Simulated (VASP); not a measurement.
## Pb2SeS (space group R-3m): computed properties

These are PBEsol GGA, VASP's PBE PAW potentials (set 64) (plane waves; VASP) values and carry that method's errors.

* **space group**: R-3m (166)
* **cell**: a = 4.243 Å, b = 4.243 Å, c = 20.782 Å, α = 90.00°, β = 90.00°, γ = 120.00°
* **volume per atom**: 27.00 Å³/atom
* **band gap (over mesh and band path)**: 0.18 eV
* **smallest direct gap (over mesh and band path)**: 0.18 eV
* **band-edge character**: indirect, Γ to F
* **density**: 8.08 g/cm³

Space group R-3m, hexagonal axes (No. 166); a = b = 4.2431 Å, c = 20.7823 Å, α = β = 90.00°, γ = 120.00°

```tsv
atom	site	symmetry	x	y	z
Pb	6c	3m	0.0000	0.0000	0.2468
Se	3a	-3m	0.0000	0.0000	0.0000
S	3b	-3m	0.0000	0.0000	0.5000
```
(The calculation used a cell of 4 atoms; values per cell refer to that cell.)

Unless said otherwise, spin-orbit coupling is left out, though it shifts the bands of the heavy elements here.

The structure comes from a computed database's Pb2SeS entry (R-3m); how it stands against other phases isn't given here. It was relaxed first. Symmetry was kept, so distortions that lower it aren't found.
